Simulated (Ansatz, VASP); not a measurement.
# Be2Sn: VASP beside Ansatz

One calculation is typed for both programs; each brings its own data sets. How far apart do they land? The cell is generated by rule, not measured, and may not be a known phase. The cell is taken from a series of runs on this material, whose earlier steps may have relaxed, scaled, displaced or heated it; both programs get it as it stands.

Main program and level: Ansatz 0.2.0; plane waves, with VASP 6.6.1 beside it; relaxation of cell and atoms at PBEsol.

## (1) Starting point

Symmetry: Pmmn, No. 59, orthorhombic system. The conventional cell has a = 3.986 Å, b = 5.150 Å, c = 4.393 Å, α = 90.00°, β = 90.00°, γ = 90.00°. Nearest to Sn lie 8 Be at 2.52 to 2.59 Å. Nearest to Be lie 4 Be at 2.34 to 2.60 Å and 4 Sn at 2.52 to 2.59 Å. Farther neighbours are not listed.

Structure file:

```cif
data_structure
_symmetry_space_group_name_H-M 'P 1'
_symmetry_Int_Tables_number 1
_cell_length_a 3.9858
_cell_length_b 5.1500
_cell_length_c 4.3931
_cell_angle_alpha 90.000
_cell_angle_beta 90.000
_cell_angle_gamma 90.000
_cell_volume 90.18
loop_
_atom_site_label
_atom_site_type_symbol
_atom_site_fract_x
_atom_site_fract_y
_atom_site_fract_z
_atom_site_occupancy
Sn1 Sn 0.50000 0.50000 0.14785 1
Sn2 Sn 0.00000 0.00000 0.85215 1
Be3 Be 0.50000 0.24750 0.63894 1
Be4 Be 0.00000 0.74750 0.36106 1
Be5 Be 0.50000 0.75250 0.63894 1
Be6 Be 0.00000 0.25250 0.36106 1
```

## (2) Ansatz: relaxation of cell and atoms, PBEsol, pair 1

Ansatz runs on its default PAW (the set named soft_2) files.

The relaxed volume is the usual yardstick between codes: in a stiff, nearly cubic crystal its relative difference is about their pressure difference at one cell divided by the bulk modulus.

input.yaml

```yaml
crystal:
  lattice:
    - [3.9857858804, 0.0, 0.0]
    - [0.0, 5.150017326, 0.0]
    - [0.0, 0.0, 4.3930766977]
  atoms:
    - { symbol: Sn, position: [0.5, 0.5, 0.1478454674] }
    - { symbol: Sn, position: [0.0, 0.0, 0.8521545326] }
    - { symbol: Be, position: [0.5, 0.2475044113, 0.6389353469] }
    - { symbol: Be, position: [0.0, 0.7475044113, 0.3610646531] }
    - { symbol: Be, position: [0.5, 0.7524955887, 0.6389353469] }
    - { symbol: Be, position: [0.0, 0.2524955887, 0.3610646531] }
kpoints:
  mp_grid: { grid: [8, 6, 8] }
hamiltonian:
  xc: pbesol
scf:
  occupations: { method: methfessel_paxton, width: 0.15 }
output:
  forces: true
  stress: true
  eigenvalues: true
relax:
  adjacent_minimum: "off"
  f_tol: 0.001
  max_steps: 60
  cell: { stress_tol: 0.01 }
```

Run with:

```sh
$ ansatz run input.yaml --threads 4 --pin off --max-ram 7168MiB --backend cpu --events-out ev --progress --plain --runs-dir out
```

Numbers of over 12 decimals in the logs are rounded to 6 here.

Output:

```text
Engine: ansatz 0.2.0, aarch64-unknown-linux-gnu
Pseudopotentials: kind: paw
Pseudopotential: Sn, paw, valence charge 14, recommended cutoff 420 eV (normal), Sn.paw.azcp
Pseudopotential: Be, paw, valence charge 2, recommended cutoff 420 eV (normal), Be.paw.azcp
Functional definition: PBEsol
  exchange = pbesol_x
  correlation = pbesol_c
Crystal: 6 atoms, lattice volume = 90.176 Å³
Basis set: ecut = 420 eV, 1767 PW (Γ), exchange–correlation on 54×72×60 points (8 copies of the dense FFT grid, shifted against one another)
Bands: 24, of which v1, the nominal top of the filled ones, is band 18 counted from 1 (17 counted from 0)
Symmetry: 8 space group operations
Space group: Pmmn (ITA 59), of the structure as read, at distance tolerance 4.5e-5 Å
k-points: 100 of 384
Non-local potential: Sn, projectors of the file, l = 0: 2, l = 1: 2, l = 2: 2, l = 3: 2
Non-local potential: Be, projectors of the file, l = 0: 2, l = 1: 2, l = 2: 1
PAW form: soft (Blöchl's): semilocal exchange-correlation on the pseudo side does not see the compensation charge
PAW frozen core: Sn, regenerated for the run's functional, and the local potential with it (the file was generated under x = pbe(κ = 0.804, μ = 0.219515), c = pbe(β = 0.066725))
PAW frozen core: Be, regenerated for the run's functional, and the local potential with it (the file was generated under x = pbe(κ = 0.804, μ = 0.219515), c = pbe(β = 0.066725))
PAW one-centre angular grid: Sn, 590 points (default); XC on 64 Gauss nodes
PAW one-centre angular grid: Be, 110 points (default); XC on 64 Gauss nodes
Initial density: superposition of atomic densities (neutral atoms: chi_scale 0, normalization atom), corrected by the library's trained network
Initial wavefunctions: pseudopotential atomic-orbital guess
Functional: x = pbesol(κ = 0.804, μ = 0.123457), c = pbesol(β = 0.046)
SCF iter   1: F=—  HF=-12258.470265 eV  |F-HF|=—  |Δ(HF+E_count)|=         —  Δρ=4.08e-3  dr2=3.44e-2  ethr=1.77e-3  ⟨swp⟩=7.7  Hψ=13774  notcnv=0
preconditioner: auto → Kerker (q_TF=auto, 2.341 Å⁻¹)  [metal: Δε(μ)=0.048 eV  Ē_g=16.835 eV  σ=0.150 eV  W_gap=0.26  n_scr=18 (ndim 8)  ℏωp=23.5 eV  f_vac=0.000  D(μ)=0.61/eV (n_scr^D=0)]
SCF iter   2: F=—  HF=-12258.459507 eV  |F-HF|=—  |Δ(HF+E_count)|=   1.08e-2  S|Δr|=    0.00e0  Δρ=2.66e-3  dr2=1.31e-2  ethr=9.56e-5  ⟨swp⟩=1.0  Hψ=3201  notcnv=0
SCF iter   3: F=—  HF=-12258.455751 eV  |F-HF|=—  |Δ(HF+E_count)|=   3.76e-3  S|Δr|=    0.00e0  Δρ=1.26e-3  dr2=1.13e-3  ethr=3.65e-5  ⟨swp⟩=2.7  Hψ=4068  notcnv=0
SCF iter   4: F=—  HF=-12258.455282 eV  |F-HF|=—  |Δ(HF+E_count)|=   4.70e-4  S|Δr|=    0.00e0  Δρ=6.52e-4  dr2=2.97e-4  ethr=3.14e-6  ⟨swp⟩=2.6  Hψ=4203  notcnv=0
SCF iter   5: F=—  HF=-12258.455216 eV  |F-HF|=—  |Δ(HF+E_count)|=   6.54e-5  S|Δr|=    0.00e0  Δρ=2.36e-4  dr2=4.78e-5  ethr=8.25e-7  ⟨swp⟩=2.0  Hψ=4079  notcnv=0
SCF iter   6: F=—  HF=-12258.455198 eV  |F-HF|=—  |Δ(HF+E_count)|=   1.80e-5  S|Δr|=    0.00e0  Δρ=1.43e-4  dr2=1.58e-5  ethr=1.33e-7  ⟨swp⟩=2.0  Hψ=4045  notcnv=0
SCF iter   7: F=—  HF=-12258.455192 eV  |F-HF|=—  |Δ(HF+E_count)|=   6.44e-6  S|Δr|=    0.00e0  Δρ=5.32e-5  dr2=2.18e-6  ethr=4.38e-8  ⟨swp⟩=2.3  Hψ=3705  notcnv=0
SCF iter   8: F=—  HF=-12258.455191 eV  |F-HF|=—  |Δ(HF+E_count)|=   1.00e-6  S|Δr|=    0.00e0  Δρ=1.39e-5  dr2=1.46e-7  ethr=6.06e-9  ⟨swp⟩=2.4  Hψ=3887  notcnv=0
SCF iter   9: F=-12258.455191 eV  HF=-12258.455191 eV  |F-HF|=1.80e-9  |Δ(HF+E_count)|=   7.10e-8  S|Δr|=    0.00e0  Δρ=1.57e-6  dr2=2.11e-9  ethr=2.78e-10  ⟨swp⟩=7.8  Hψ=9475  notcnv=0
SCF 1 converged in 9 iterations: F = -12258.455191 eV  dr2 = 2.11e-9
  greatest PAW one-centre occupation: 0.991 electrons in one spin orbital (limit 2), on the Sn atom at site 1 (counted from 0), in its partial waves of l = 2
relax step   1: F+E_penalty+E_count = -12258.45519088 eV  Δ(F+E_penalty+E_count) = +0.000e0 eV  max|allowed force component| = 5.206e-4 eV/Å  Δτ_max = 0.0000 Å  P = -0.002 GPa  Ω = 90.176 Å³  (9 SCF iters, dr2 threshold 1.00e-7 eV, accepted)
[...]
relax step   2: F+E_penalty+E_count = -12258.45519656 eV  Δ(F+E_penalty+E_count) = -5.675e-6 eV  max|allowed force component| = 6.813e-4 eV/Å  Δτ_max = 0.0002 Å  P = -0.001 GPa  Ω = 90.165 Å³  energy of the carried Pulay correction = +1.716e-6 eV  (4 SCF iters, dr2 threshold 1.23e-9 eV, accepted)
[...]
relax step   3: F+E_penalty+E_count = -12258.45519482 eV  Δ(F+E_penalty+E_count) = +1.741e-6 eV  max|allowed force component| = 6.849e-4 eV/Å  Δτ_max = 0.0000 Å  P = -0.001 GPa  Ω = 90.165 Å³  stress off target by 6.11e-3 GPa  SCF on the basis re-selected at this cell (its energy is not comparable with the rows above)  (7 SCF iters)
basis re-selected at this cell: Δ(F+E_penalty+E_count) = +1.741e-6 eV, ΔP = -0.000 GPa vs the last step (what re-selecting the basis moved, of the pressure what is left beyond the Pulay correction that the steps carried, after the strain that the cell walked since its last selection, with what the two solves' SCF thresholds leave and, on support functions, any second-order correction that the steps lacked; it is no m [...]
SCF converged after 7 iterations
Stability not checked: this state was not tested for a lower state beside it, because cold or Methfessel-Paxton smearing, or corrected tetrahedra, fill the levels in a way that the test cannot read (fill_not_monotonic; see scf.lower_state_search)
Free energy (F): -12258.455195 eV
Harris-Foulkes:  -12258.455195 eV  (|F-HF|=3.64e-12)
Internal energy: -12258.455910 eV  (E = F + TS)
E sigma→0 (E₀):  -12258.455373 eV
Entropy (-TS):   0.000715 eV (0.119 meV/atom)
Fermi energy:    9.512869 eV
--- Per-component energies (eV) ---
  E_band       = -168.359721
  E_kinetic    = 453.895156
  E_local      = -2076.326143  (includes V_loc(G=0)·N_el)
  E_nonlocal   = -42.223870
  E_hartree    = 1246.648260
  E_xc         = -833.835491
  E_vxc        = -273.722494  (∫ρ·V_xc dr)
  E_paw        = -8364.091940  (= ΣΔE_a)
  E_vpaw       = -723.278869  (= ΣTr[D̂ρ^β])
  E_aug_tail   = -0.000003  (compensation charges beyond the density's cutoff)
  E_ewald      = -2643.129683
  E_core_change = 0.607805  (= ΣΔE_core)
  E_smearing   = 0.000715  (= −TS)
  E_closure    = 0.000000  (closes the sum)
  Σ components = -12258.455195   (vs F -12258.455195, Δ=0.00e0)
--- Forces (eV/Å), atoms counted from 1 ---
  atom   1  Sn     0.00000000     0.00000000    -0.00068492
  atom   2  Sn     0.00000000     0.00000000     0.00068492
  atom   3  Be     0.00000000     0.00006202    -0.00001708
  atom   4  Be     0.00000000     0.00006202     0.00001708
  atom   5  Be     0.00000000    -0.00006202    -0.00001708
  atom   6  Be    -0.00000000    -0.00006202     0.00001708
  max |Σ_I F_I| component: 6.94e-18 eV/Å
--- Stress (GPa, compression-positive) ---
        0.005544       0.000000       0.000000
        0.000000      -0.003757       0.000000
        0.000000       0.000000      -0.006112
  P = ⅓ Tr σ = -0.0014 GPa (-0.014 kbar)
--- Band table (eV; the first three rows and the last of 100) ---
  k-point 0: bands = [... 14 lower, 5.9567, 6.6295, 9.3438, 10.3100, 10.6483, 10.7780, 10.8394, 11.3173, ... 2 higher]
  k-point 1: bands = [... 14 lower, 6.0786, 7.4824, 9.0222, 9.3172, 9.9090, 10.8219, 11.0919, 11.9169, ... 2 higher]
  k-point 2: bands = [... 14 lower, 6.4364, 7.0447, 8.0612, 9.6637, 10.1126, 10.1587, 10.9363, 12.2207, ... 2 higher]
  k-point 99: bands = [... 14 lower, 4.0804, 4.0804, 5.0554, 5.0554, 13.5103, 13.5103, 13.5858, 13.5858, ... 2 higher]
--- Relaxed structure (2 steps of the walk, 2 accepted, 1 SCFs on fresh bases) ---
  F+E_penalty+E_count = -12258.45519482 eV   max|allowed force component| = 6.849e-4 eV/Å   (the final SCF, on the basis selected at the relaxed cell)
  cell:  # Å, volume = 90.1649 Å³
    - [3.985513, 0.0, 0.0]
    - [0.0, 5.148269, 0.0]
    - [0.0, 0.0, 4.394323]
  atoms:
    - { symbol: Sn, position: [0.5, 0.500000, 0.147819] }
    - { symbol: Sn, position: [0.0, 0, 0.852181] }
    - { symbol: Be, position: [0.5, 0.247546, 0.638914] }
    - { symbol: Be, position: [0.0, 0.747546, 0.361086] }
    - { symbol: Be, position: [0.5, 0.752454, 0.638914] }
    - { symbol: Be, position: [0.0, 0.252454, 0.361086] }
```

Reading the cycles: dr2 is the Hartree energy of the density residual (eV), the measure of convergence; HF is the Harris–Foulkes estimate of the energy, which meets the free energy F at convergence.

(Continued in part 2 of 3.)

[Lines on the potential files, build, host, timing and source positions are cut from VASP's logs without a mark.]

[Logs are printed without paths, hosts, clocks, repeated set-up lines and the standing remarks that a program may print on its own settings, such as how far it seeks lower states.]

[Hosts, paths, dates, database ids (printed as entryN), source tags and the programs' standing remarks are cut or masked in the printed files.]
